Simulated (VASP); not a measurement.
Input:

```xyz
4
Lattice="-2.3737 2.3737 5.2872 2.3737 -2.3737 5.2872 2.3737 2.3737 -5.2872" Properties=species:S:1:pos:R:3 pbc="T T T"
Y      0.0000     0.0000     5.2872
Y      0.0000     2.3737     2.6436
Y      2.3737     0.0000     2.6436
Be     0.0000     0.0000     0.0000
```

Computed with PBE GGA, VASP's PBE PAW potentials (set 64) (plane waves; VASP). Settings: 300 eV cut-off, 5×5×5 Γ-centred mesh, Fermi-Dirac smearing of 0.14 eV, potentials Y_sv Be.

**Question.** Give the energies of bands 13 to 20 at the high-symmetry points, in eV from the Fermi level.

**Answer.** 
```json
[
 {"band": "13", "Γ": "-4.98", "X": "-2.84", "P": "-2.82", "N": "-3.06", "M": "-3.67", "S": "-2.97", "R": "-2.85"},
 {"band": "14", "Γ": "-1.68", "X": "-1.69", "P": "-1.50", "N": "-2.68", "M": "-3.30", "S": "-2.31", "R": "-1.59"},
 {"band": "15", "Γ": "-1.29", "X": "-1.25", "P": "-1.50", "N": "-1.19", "M": "-1.74", "S": "-2.13", "R": "-1.55"},
 {"band": "16", "Γ": "-0.24", "X": "-1.09", "P": "-1.26", "N": "-0.38", "M": "-0.33", "S": "-0.61", "R": "-1.19"},
 {"band": "17", "Γ": "-0.08", "X": "-0.51", "P": "-0.23", "N": "-0.36", "M": "-0.19", "S": "-0.06", "R": "-0.29"},
 {"band": "18", "Γ": "-0.08", "X": "-0.10", "P": "0.19", "N": "-0.17", "M": "-0.19", "S": "0.06", "R": "-0.17"},
 {"band": "19", "Γ": "0.73", "X": "0.49", "P": "0.19", "N": "0.51", "M": "-0.03", "S": "0.23", "R": "0.61"},
 {"band": "20", "Γ": "0.76", "X": "0.65", "P": "0.49", "N": "1.41", "M": "1.14", "S": "1.14", "R": "0.65"}
]
```

It has no gap at this level: it comes out as a metal or semimetal.

The structure was generated: Y3Be was put into an ordered model structure, which need not be its known phase. The cell was not relaxed at this level. The k-mesh is coarse (spacing up to 0.37 per Å, 2π included), so the numbers may not be converged in it. The electron count is odd and the run is not spin-polarised, which forces a metal.
